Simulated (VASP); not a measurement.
A VASP calculation is set up with these files.

### INCAR
```
# general
SYSTEM   = RuS2
PREC     = Accurate
ENCUT    = 300   # plane-wave cut-off (eV)
LREAL    = F   # projection in real space or not
LASPH    = T
ISYM     = 3

# electronic loop
EDIFF    = 1E-6   # SCF stop (eV)
NELM     = 100   # most electronic steps
ALGO     = Normal   # blocked Davidson
LMAXMIX  = 4   # l cut-off of mixed one-centre charges

# smearing
ISMEAR   = 0   # Gaussian
SIGMA    = 0.01

# functional
GGA      = PE   # PBE
LHFCALC  = T
AEXX     = 0.25
HFSCREEN = 0.2
PRECFOCK = Fast

# ions
ISIF     = 2   # forces and stress, cell fixed

# output
LWAVE    = F
LCHARG   = F
```

**POSCAR**
```
RuS2
1
    5.6874790000     0.0000000000     0.0000000000
    0.0000000000     5.6874790000     0.0000000000
    0.0000000000     0.0000000000     5.6874790000
Ru S
4 8
Direct
  0.0000000000   0.5000000000   0.5000000000
  0.5000000000   0.5000000000   0.0000000000
  0.5000000000   0.0000000000   0.5000000000
  0.0000000000   0.0000000000   0.0000000000
  0.3882000000   0.1118000000   0.8882000000
  0.6118000000   0.8882000000   0.1118000000
  0.1118000000   0.8882000000   0.3882000000
  0.8882000000   0.1118000000   0.6118000000
  0.8882000000   0.3882000000   0.1118000000
  0.1118000000   0.6118000000   0.8882000000
  0.6118000000   0.6118000000   0.6118000000
  0.3882000000   0.3882000000   0.3882000000
```

File KPOINTS:
```
Automatic mesh
0
Gamma
1 1 1
0.5 0.5 0.5
```

POTCAR, in this order: Ru_pv S (PBE.64 set). Program: vasp_std.

Translate this HSE06 calculation to Ansatz.

One equivalent input (not run):
Ansatz 0.2 input:
```yaml
crystal:
  lattice:
    - [5.6874790, 0.0000000, 0.0000000]
    - [0.0000000, 5.6874790, 0.0000000]
    - [0.0000000, 0.0000000, 5.6874790]
  atoms:
    - { symbol: Ru, position: [0.0000000, 0.5000000, 0.5000000] }
    - { symbol: Ru, position: [0.5000000, 0.5000000, 0.0000000] }
    - { symbol: Ru, position: [0.5000000, 0.0000000, 0.5000000] }
    - { symbol: Ru, position: [0.0000000, 0.0000000, 0.0000000] }
    - { symbol: S, position: [0.3882000, 0.1118000, 0.8882000] }
    - { symbol: S, position: [0.6118000, 0.8882000, 0.1118000] }
    - { symbol: S, position: [0.1118000, 0.8882000, 0.3882000] }
    - { symbol: S, position: [0.8882000, 0.1118000, 0.6118000] }
    - { symbol: S, position: [0.8882000, 0.3882000, 0.1118000] }
    - { symbol: S, position: [0.1118000, 0.6118000, 0.8882000] }
    - { symbol: S, position: [0.6118000, 0.6118000, 0.6118000] }
    - { symbol: S, position: [0.3882000, 0.3882000, 0.3882000] }
kpoints:
  mp_grid: { grid: [1, 1, 1], shift: [0.5, 0.5, 0.5] }
hamiltonian:
  xc: hse06
  pseudopotentials: { kind: paw }
scf:
  occupations: { method: gaussian, width: 0.01 }
  max_iter: 100
output: { forces: true, stress: true, eigenvalues: true }
```
What does not carry over: each code has its own PAW files, so the cut-off isn't converted (ENCUT is set for VASP's; basis.ecutwfc is left out, and Ansatz then takes the one that its files recommend); Ansatz stops its SCF on the density residual and VASP on the energy change (EDIFF); Ansatz's hse06 screens at 0.11 per bohr (0.208 per Å), slightly more than HFSCREEN = 0.2.

The structure comes from a computed database's RuS2 entry; how it stands against other phases isn't given here. The cell was not relaxed at this level. The k-mesh is coarse (spacing up to 1.10 per Å, 2π included), so the numbers may not be converged in it. The run is one of a series of settings (KPOINTS 1×1×1 Γ-centred mesh shifted by (0.5, 0.5, 0.5) against the base run), some of them coarse on purpose.
